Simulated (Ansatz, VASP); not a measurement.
## Cross-check of SiC between VASP and Ansatz

Wanted: the spread between two codes on one cell, functional and k mesh. The cell is taken from a series of runs on this material, whose earlier steps may have relaxed, scaled, displaced or heated it; both programs get it as it stands.

Calculated with Ansatz 0.2.0; plane waves, with VASP 6.6.1 beside it; zone-centre phonons at LDA.

## (1) The structure

It takes space group P6_3mc (No. 186, hexagonal). Conventional cell: a = 3.059 Å, b = 3.059 Å, c = 10.012 Å, α = 90.00°, β = 90.00°, γ = 120.00°. Nearest to C lie 4 Si at 1.87 to 1.88 Å. C has 4 Si at 1.87 to 1.88 Å nearest. Si has 4 C at 1.87 to 1.88 Å nearest. Si has 4 C at 1.87 to 1.88 Å nearest. Farther neighbours are not listed.

## (2) Ansatz: zone-centre phonons, LDA

Ansatz runs on its PAW soft_1 files.

Second derivatives magnify differences that forces hide, and they need a tight electronic threshold.

Contents of input.yaml:

```yaml
crystal:
  lattice:
    - [3.0585027887, 0.0, 0.0]
    - [-1.5292513943, 2.6487411126, 0.0]
    - [0.0, 0.0, 10.0121891236]
  atoms:
    - { symbol: C, position: [0.6666666667, 0.3333333333, 0.7498074219] }
    - { symbol: C, position: [0.3333333333, 0.6666666667, 0.2498074219] }
    - { symbol: C, position: [0.0, 0.0, 0.5004480132] }
    - { symbol: C, position: [0.0, 0.0, 0.0004480132] }
    - { symbol: Si, position: [0.6666666667, 0.3333333333, 0.9378423052] }
    - { symbol: Si, position: [0.3333333333, 0.6666666667, 0.4378423052] }
    - { symbol: Si, position: [0.0, 0.0, 0.6879012596] }
    - { symbol: Si, position: [0.0, 0.0, 0.1879012596] }
kpoints:
  mp_grid: { grid: [9, 9, 4] }
hamiltonian:
  xc: lda
  pseudopotentials: { kind: paw, azcp: { folder: soft_1 }, xc_functional: pbe }
scf:
  occupations: { method: fixed }
output:
  eigenvalues: true
phonons:
  method: dfpt
  dielectric: true
  rigid_motions: translations
```

Command:

```console
ansatz run input.yaml --threads 8 --pin off --max-ram 16384MiB --backend cpu --events-out ev --progress --plain --runs-dir out
```

Numbers of over 12 decimals in the logs are rounded to 6 here.

The log of the run:

```text
Engine: ansatz 0.2.0, aarch64-unknown-linux-gnu
Pseudopotentials: kind: paw
Pseudopotential: C, paw, valence charge 4, recommended cutoff 420 eV (normal), soft_1/C.paw.azcp
Pseudopotential: Si, paw, valence charge 4, recommended cutoff 420 eV (normal), soft_1/Si.paw.azcp
Functional definition: SPW92
  exchange = slater_x
  correlation = pw_c
Crystal: 8 atoms, lattice volume = 81.111 Å³
Basis set: ecut = 420 eV, 1569 PW (Γ), exchange–correlation on 48×48×144 points (8 copies of the dense FFT grid, shifted against one another)
Bands: 24, of which v1, the nominal top of the filled ones, is band 16 counted from 1 (15 counted from 0)
Symmetry: 12 space group operations
k-points: 95 of 324 (irreducible under 2 space group operations, time reversal used)
Non-local potential: C, projectors of the file, l = 0: 2, l = 1: 2, l = 2: 1
Non-local potential: Si, projectors of the file, l = 0: 2, l = 1: 2, l = 2: 1
PAW form: soft (Blöchl's): semilocal exchange-correlation on the pseudo side does not see the compensation charge
PAW frozen core: C, regenerated for the run's functional, and the local potential with it (the file was generated under x = pbe(κ = 0.804, μ = 0.219515), c = pbe(β = 0.066725))
PAW frozen core: Si, regenerated for the run's functional, and the local potential with it (the file was generated under x = pbe(κ = 0.804, μ = 0.219515), c = pbe(β = 0.066725))
PAW one-centre angular grid: C, 110 points (default); XC on 64 Gauss nodes
PAW one-centre angular grid: Si, 110 points (default); XC on 64 Gauss nodes
Initial density: superposition of atomic densities (chi_scale 0.1, normalization cell, long waves kept (reshape's long-wave potential 0.00 eV rms))
Initial wavefunctions: pseudopotential atomic-orbital guess
Functional: x = slater, c = lda
SCF iter   1: F=—  HF=-3415.217628 eV  |F-HF|=—  |Δ(HF+E_count)|=         —  Δρ=1.42e-1  dr2=1.96e1  ethr=3.10e-3  ⟨swp⟩=5.0  Hψ=10623  notcnv=0  defer=503
preconditioner: auto → none  [insulator: Δε(μ)=4.197 eV  Ē_g=12.915 eV  n_scr=6 (ndim 8)  ℏωp=23.3 eV  f_vac=0.000  ε∞_Penn≈4.3]
SCF iter   2: F=—  HF=-3409.252850 eV  |F-HF|=—  |Δ(HF+E_count)|=    5.96e0  Δρ=5.03e-2  dr2=1.32e0  ethr=3.10e-3  ⟨swp⟩=4.1  Hψ=6338  notcnv=0  defer=559
SCF iter   3: F=—  HF=-3408.863175 eV  |F-HF|=—  |Δ(HF+E_count)|=   3.90e-1  Δρ=1.88e-2  dr2=1.48e-1  ethr=3.10e-3  ⟨swp⟩=2.4  Hψ=4319  notcnv=0  defer=547
SCF iter   4: F=—  HF=-3408.829890 eV  |F-HF|=—  |Δ(HF+E_count)|=   3.33e-2  Δρ=1.48e-3  dr2=9.89e-4  ethr=4.61e-4  ⟨swp⟩=2.5  Hψ=2839  notcnv=0  defer=570
SCF iter   5: F=—  HF=-3408.830150 eV  |F-HF|=—  |Δ(HF+E_count)|=   2.60e-4  Δρ=3.08e-4  dr2=1.51e-4  ethr=3.09e-6  ⟨swp⟩=2.1  Hψ=3607  notcnv=0  defer=570
SCF iter   6: F=—  HF=-3408.830113 eV  |F-HF|=—  |Δ(HF+E_count)|=   3.76e-5  Δρ=1.21e-4  dr2=9.21e-6  ethr=4.72e-7  ⟨swp⟩=2.1  Hψ=3090  notcnv=0  defer=552
SCF iter   7: F=—  HF=-3408.830111 eV  |F-HF|=—  |Δ(HF+E_count)|=   1.37e-6  Δρ=2.38e-5  dr2=4.26e-7  ethr=2.88e-8  ⟨swp⟩=2.1  Hψ=3019  notcnv=0  defer=332
SCF iter   8: F=—  HF=-3408.830110 eV  |F-HF|=—  |Δ(HF+E_count)|=   1.47e-6  Δρ=8.36e-6  dr2=1.01e-7  ethr=1.33e-9  ⟨swp⟩=2.4  Hψ=3752  notcnv=0  defer=286
SCF iter   9: F=—  HF=-3408.830110 eV  |F-HF|=—  |Δ(HF+E_count)|=   2.53e-8  Δρ=1.75e-6  dr2=1.47e-9  ethr=3.15e-10  ⟨swp⟩=2.0  Hψ=2942  notcnv=0  defer=286
SCF iter  10: F=-3408.830110 eV  HF=-3408.830110 eV  |F-HF|=1.14e-11  |Δ(HF+E_count)|=  2.58e-10  Δρ=3.76e-7  dr2=4.72e-11  ethr=1.00e-12  ⟨swp⟩=16.9  Hψ=18754  notcnv=0
SCF 1 converged in 10 iterations: F = -3408.830110 eV  dr2 = 4.72e-11
  greatest PAW one-centre occupation: 0.642 electrons in one spin orbital (limit 2), on the C atom at site 1 (counted from 0), in its partial waves of l = 0
NSCF: frozen V_eff on 4 k-points
DFPT response loops at Γ: preconditioner auto → Resta (q_TF=auto, 2.337 Å⁻¹)  ε∞=5.1 (no band partly filled); β = 1.00, the filter's whole step (`scf.mixing.beta` (0.50) is not read by the response loops at its default; to damp them type it under 1.00, their step now; it binds the ground state too); Broyden in place of MSR1
── the response to a field inside a basis, on 10×10×4 k-points: an SCF that follows is theirs, and a resumed run solves both again ──
Bands: 17, of which v1, the nominal top of the filled ones, is band 16 counted from 1 (15 counted from 0)
k-points: 60 of 400 (irreducible under 4 space group operations, time reversal used)
Initial density: handed on by an earlier stage of this run
Initial wavefunctions: pseudopotential atomic-orbital guess (no wavefunctions were taken with the density)
Eigensolver: Dense (60 Hₖ)
SCF iter   1: F=—  HF=-3408.820092 eV  |F-HF|=—  |Δ(HF+E_count)|=         —  Δρ=1.35e-4  dr2=3.55e-6  ethr=1.00e-1
preconditioner: auto → none  [insulator: Δε(μ)=2.358 eV  Ē_g=9.797 eV  n_scr=6 (ndim 8)  ℏωp=23.3 eV  f_vac=0.000  ε∞_Penn≈6.7]
SCF iter   2: F=—  HF=-3408.820093 eV  |F-HF|=—  |Δ(HF+E_count)|=   5.19e-7  Δρ=6.55e-5  dr2=7.82e-7  ethr=1.11e-8
SCF iter   3: F=-3408.820093 eV  HF=-3408.820093 eV  |F-HF|=5.78e-8  |Δ(HF+E_count)|=   2.67e-7  Δρ=6.95e-6  dr2=6.64e-8  ethr=2.44e-9
SCF 1 converged in 3 iterations: F = -3408.820093 eV  dr2 = 6.64e-8
DFPT response loops at Γ: preconditioner auto → Resta (q_TF=auto, 2.337 Å⁻¹)  ε∞=5.0 (no band partly filled); β = 1.00, the filter's whole step (`scf.mixing.beta` (0.50) is not read by the response loops at its default; to damp them type it under 1.00, their step now; it binds the ground state too); Broyden in place of MSR1
SCF converged after 10 iterations
Free energy (F): -3408.830110 eV
Harris-Foulkes:  -3408.830110 eV  (|F-HF|=1.14e-11)
Internal energy: -3408.830110 eV  (E = F + TS)
E sigma→0 (E₀):  -3408.830110 eV
Fermi energy:    9.568696 eV
--- Per-component energies (eV) ---
  E_band       = 114.589376
  E_kinetic    = 537.376358
  E_local      = -384.943765  (includes V_loc(G=0)·N_el)
  E_nonlocal   = 189.544558
  E_hartree    = 126.156318
  E_xc         = -420.929498
  E_vxc        = -436.616354  (∫ρ·V_xc dr)
  E_paw        = -2310.614764  (= ΣΔE_a)
  E_vpaw       = -43.084218  (= ΣTr[D̂ρ^β])
  E_aug_tail   = 0.000190  (compensation charges beyond the density's cutoff)
  E_ewald      = -1146.008160
  E_core_change = 0.588653  (= ΣΔE_core)
  E_smearing   = -0.000000  (= −TS)
  E_closure    = 0.000000  (closes the sum)
  Σ components = -3408.830110   (vs F -3408.830110, Δ=0.00e0)
--- Band table (eV; the first three rows and the last of 95) ---
  k-point 0: bands = [... 12 lower, 8.9799, 9.5162, 9.5687, 9.5687, 14.7797, 15.3497, 15.9893, 16.0986, ... 4 higher]
  k-point 1: bands = [... 12 lower, 9.1517, 9.1517, 9.5127, 9.5127, 14.8327, 15.2031, 16.1759, 16.3544, ... 4 higher]
  k-point 2: bands = [... 12 lower, 9.3605, 9.3605, 9.3605, 9.3605, 14.9843, 14.9843, 16.4673, 16.4673, ... 4 higher]
  k-point 94: bands = [... 12 lower, 6.3084, 6.3084, 8.1604, 8.1604, 13.8205, 13.8205, 15.0823, 15.0823, ... 4 higher]
--- Phonons (Γ-DFPT): 8 representative perturbations + reference, on 95 of 324 k-points (Σ response iterations 25) ---
  k mesh reduced under 2 symmetry operations, with k and −k counted as one. Each operation leaves every solved perturbation unchanged. A smaller set is not considered because the run solves the response to a homogeneous field
  ASR residual: 1.446e-4 → 0.000e0 eV/Å²; symmetrization residual: 2.606e-6 eV/Å²
  ASR residual per site (eV/Å²): 1.45e-4 1.45e-4 5.23e-5 5.23e-5 2.51e-5 2.51e-5 1.33e-4 1.33e-4
  Γ frequencies (cm⁻¹): 0.00 0.00 0.00 191.54 191.54 199.45 199.45 258.56 258.56 400.09 408.19 607.61 772.76 772.76 780.86 780.86 784.35 788.84 788.84 799.89 799.89 840.24 914.40 923.54
  ε∞ (high-frequency dielectric tensor):
        6.954941    -0.000000    -0.000000
       -0.000000     6.954941    -0.000000
       -0.000000    -0.000000     7.255603
  ε⁰ (static dielectric tensor: ions relaxed, cell fixed):
       10.267621     0.000000     0.000000
       -0.000000    10.267621    -0.000000
        0.000000    -0.000000    10.953328
  ε⁰ − ε∞ (ionic part):
        3.312681     0.000000     0.000000
        0.000000     3.312681    -0.000000
        0.000000    -0.000000     3.697725
  softest optical mode at Γ: 191.54 cm⁻¹; the repairs (sum rule, projections) moved no ω² at Γ by more than (2.17 cm⁻¹)²
  Born effective charges Z* (e; rows j = field, columns β = displacement):
    site 0:
        -2.73166    0.00000    0.00000
         0.00000   -2.73166    0.00000
         0.00000   -0.00000   -2.77077
    site 1:
        -2.73166    0.00000   -0.00000
         0.00000   -2.73166   -0.00000
        -0.00000    0.00000   -2.77077
    site 2:
        -2.68921    0.00000    0.00000
         0.00000   -2.68921   -0.00000
        -0.00000    0.00000   -2.84147
    site 3:
        -2.68921   -0.00000   -0.00000
         0.00000   -2.68921    0.00000
         0.00000    0.00000   -2.84147
    site 4:
         2.70585   -0.00000    0.00000
        -0.00000    2.70585   -0.00000
         0.00000    0.00000    2.66556
    site 5:
[...]
site 6:
[...]
site 7:
[...]
Z* charge neutrality: 9.823e-3 e pre-enforcement
  solved inside a basis spanned on kpoints, on 10×10×4 k-points, its susceptibility summed on 14×14×4: ε∞ is read to err by 2.6e-2, Z* by 1.6e-2 e (field_mesh: kpoints solves on kpoints); Z* is corrected for what the basis lacks
  optical modes at Γ without the LO–TO term, one row a degenerate level:
      ω (cm⁻¹)  modes    IR ((D/Å)²/amu)
[...]
optical modes at Γ + LO–TO along q̂ = [1.0000, 0.0000, 0.0000]:
      ω (cm⁻¹)  modes    IR ((D/Å)²/amu)
[...]
optical modes at Γ + LO–TO along q̂ = [0.0000, 1.0000, 0.0000]:
      ω (cm⁻¹)  modes    IR ((D/Å)²/amu)
[...]
optical modes at Γ + LO–TO along q̂ = [0.0000, 0.0000, 1.0000]:
      ω (cm⁻¹)  modes    IR ((D/Å)²/amu)
[...]
772.76      2             0.0813
        780.86      2             0.0000
        788.84      2             0.0000
        799.89      2           161.0902
        839.93      1             0.0576
        914.40      1             0.0000
        923.54      1             0.0000
        963.73      1            86.3592
```

Reading the cycles: dr2 is the Hartree energy of the density residual (eV), the measure of convergence; HF is the Harris–Foulkes estimate of the energy, which meets the free energy F at convergence.

(Continued in part 2 of 3.)

[Lines on the potential files, build, host, timing and source positions are cut from VASP's logs without a mark.]

[Logs are printed without paths, hosts, clocks, repeated set-up lines and the standing remarks that a program may print on its own settings, such as how far it seeks lower states.]

[Hosts, paths, dates, database ids (printed as entryN), source tags and the programs' standing remarks are cut or masked in the printed files.]
